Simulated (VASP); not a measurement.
Runs of VASP 6.6.1 on InSb. It takes space group F-43m (No. 216, cubic). The conventional cell has a = 6.521 Å, b = 6.521 Å, c = 6.521 Å, α = 90.00°, β = 90.00°, γ = 90.00°. In (site symmetry -43m) is surrounded by 4 Sb at 2.82 Å. Around Sb (site symmetry -43m) lie 4 In at 2.82 Å. 

| task | level | potentials or basis | spin | cell | k mesh | cutoff (eV) | gap on the mesh (eV) | pressure (GPa) |
| --- | --- | --- | --- | --- | --- | --- | --- | --- |
| band structure | r2SCAN | VASP PAW PBE potentials, release 64 (In_d, Sb) | off | F-43m, 34.66 Å³/atom | 10 × 10 × 10 | 520 | (a) | 0.7 |
| band structure | LDA | VASP PAW LDA potentials, release 64 (In_d, Sb) | off | F-43m, 34.66 Å³/atom | 10 × 10 × 10 | 520 | - | (b) |
| relaxation of cell and atoms | PBEsol | VASP PAW PBE potentials, release 64 (In_d, Sb) | off | relaxed | 10 × 10 × 10 | 600 | none | 0.0 |
| band structure | TB-mBJ | VASP PAW PBE potentials, release 64 (In_d, Sb) | off | F-43m, 34.66 Å³/atom | 10 × 10 × 10 | 520 | 0.39 | - |

Alike in all rows: smearing gaussian 0.03 eV.

Question: Fill in the values left out.

Answer: (a) 0.12; (b) -1.3.

Caveats: the PAW data sets were made with another functional, which shifts forces and pressure a little (some runs); spin-orbit coupling is left out, which moves the levels of the heavy elements (some runs); this crystal is a semiconductor, whose small gap the functional closes, so the metal is an error of the method (some runs).

A k mesh can miss the band edges, and the runs leave out spin-orbit coupling on In, Sb.

A gap of «none» marks a metal or a gap under the smearing width.

Runs at the PBE level aren't shown here.
